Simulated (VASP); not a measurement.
These are LDA (Ceperley-Alder, Perdew-Zunger), VASP's LDA PAW potentials (set 64) (plane waves; VASP) values and carry that method's errors.

VASP input:

**INCAR**
```
# general
SYSTEM  = GaP
PREC    = Accurate
ENCUT   = 400   # plane-wave cut-off (eV)
LREAL   = .False.
LASPH   = .True.

# electronic loop
EDIFF   = 1E-6   # SCF stop (eV)
NELM    = 100   # most electronic steps
ALGO    = Normal
LMAXMIX = 4

# smearing
ISMEAR  = 0
SIGMA   = 0.05   # width (eV)

# ions
IBRION  = 2   # conjugate gradients
NSW     = 60   # most ionic steps
ISIF    = 3
EDIFFG  = -0.01

# output
LWAVE   = .False.
LCHARG  = .False.
```

POSCAR:
```
GaP
1.0
  0.0000000000   2.6950243440   2.6950243440
  2.6950243440   0.0000000000   2.6950243440
  2.6950243440   2.6950243440   0.0000000000
Ga P
1 1
Cartesian
  0.0000000000   0.0000000000   0.0000000000
  1.3475121720   1.3475121720   1.3475121720
```

### KPOINTS
```
Automatic mesh
0
Gamma
8 8 8
0 0 0
```

POTCAR, in this order: Ga_d P (LDA.64 set). Program: vasp_std.

The run wrote:

### OSZICAR
```
       N       E                     dE             d eps       ncg     rms          rms(c)
DAV:   1     0.724466725262E+02    0.72447E+02   -0.83431E+03   778   0.174E+03
DAV:   2    -0.530244257833E+01   -0.77749E+02   -0.73977E+02   839   0.301E+02
DAV:   3    -0.106811423085E+02   -0.53787E+01   -0.53594E+01   929   0.706E+01
DAV:   4    -0.107820949783E+02   -0.10095E+00   -0.10092E+00   907   0.105E+01
DAV:   5    -0.107843466507E+02   -0.22517E-02   -0.22516E-02   970   0.134E+00    0.449E+00
DAV:   6    -0.105055153024E+02    0.27883E+00   -0.45871E-01  1149   0.130E+01    0.290E+00
DAV:   7    -0.104546534545E+02    0.50862E-01   -0.11291E-01   950   0.256E+00    0.108E+00
DAV:   8    -0.104499726213E+02    0.46808E-02   -0.13139E-02   877   0.156E+00    0.197E-01
DAV:   9    -0.104499418868E+02    0.30735E-04   -0.10876E-03  1139   0.519E-01    0.624E-02
DAV:  10    -0.104499395491E+02    0.23376E-05   -0.52527E-05  1132   0.887E-02    0.224E-02
DAV:  11    -0.104499456980E+02   -0.61489E-05   -0.78756E-06   900   0.487E-02    0.531E-03
DAV:  12    -0.104499454773E+02    0.22076E-06   -0.64335E-07   517   0.127E-02
   1 F= -.10449945E+02 E0= -.10449945E+02  d E =-.104499E+02
```

OUTCAR:
```
------------------------ aborting loop because EDIFF is reached ----------------------------------------
  FORCE on cell =-STRESS in cart. coord.  units (eV):
  Direction    XX          YY          ZZ          XY          YZ          ZX
  --------------------------------------------------------------------------------------
  Total       -0.0104291     -0.0104291     -0.0104291      0.0000000      0.0000000      0.0000000
  in kB       -0.4268159     -0.4268159     -0.4268159      0.0000000      0.0000000      0.0000000
  external PRESSURE =      -0.4268159 kB  Pullay stress =       0.0000000 kB
  volume of cell :       39.15
      direct lattice vectors                 reciprocal lattice vectors
     0.000000000  2.695024344  2.695024344    -0.185527081  0.185527081  0.185527081
     2.695024344  0.000000000  2.695024344     0.185527081 -0.185527081  0.185527081
     2.695024344  2.695024344  0.000000000     0.185527081  0.185527081 -0.185527081
  FREE ENERGIE OF THE ION-ELECTRON SYSTEM (eV)
  ---------------------------------------------------
  free  energy   TOTEN  =       -10.4499454773 eV

  energy  without entropy=      -10.4499454773  energy(sigma->0) =      -10.44994548

 reached required accuracy - stopping structural energy minimisation
```
(Selected blocks of OUTCAR.)

### OUTCAR
```
 val. band max:        4.8559389996   @ k =   0.0000   0.0000   0.0000

 cond. band min:       6.2840242588   @ k =   0.5000   0.5000   0.0000


 Fermi energy:         5.1152252823

 k-point     1 :       0.0000    0.0000    0.0000
  band No.  band energies     occupation
      1      -9.9102      2.00000
      2      -9.9102      2.00000
      3      -9.9102      2.00000
      4      -9.8015      2.00000
      5      -9.8015      2.00000
      6      -7.9102      2.00000
      7       4.8559      2.00000
      8       4.8559      2.00000
      9       4.8559      2.00000
     10       6.7711      0.00000
     11       8.6388      0.00000
     12       8.6388      0.00000
     13       8.6388      0.00000

 k-point     2 :       0.1250    0.0000    0.0000
  band No.  band energies     occupation
      1      -9.9246      2.00000
      2      -9.9049      2.00000
      3      -9.9049      2.00000
      4      -9.8015      2.00000
      5      -9.8015      2.00000
      6      -7.6989      2.00000
      7       3.1793      2.00000
      8       4.6092      2.00000
      9       4.6092      2.00000
     10       7.3357      0.00000
     11       9.0075      0.00000
     12       9.0075      0.00000
     13       9.2831      0.00000

 k-point     3 :       0.2500    0.0000    0.0000
  band No.  band energies     occupation
      1      -9.9568      2.00000
      2      -9.8939      2.00000
      3      -9.8939      2.00000
      4      -9.8002      2.00000
      5      -9.8002      2.00000
      6      -7.0980      2.00000
      7       0.8506      2.00000
      8       4.1518      2.00000
      9       4.1518      2.00000
     10       6.9756      0.00000
     11       9.5281      0.00000
     12       9.5281      0.00000
     13      11.2198      0.00000

 k-point     4 :       0.3750    0.0000    0.0000
  band No.  band energies     occupation
      1      -9.9854      2.00000
      2      -9.8856      2.00000
      3      -9.8856      2.00000
...
```

The compound is GaP in the zinc blende structure. It was relaxed first. The start is the result of an earlier pass.
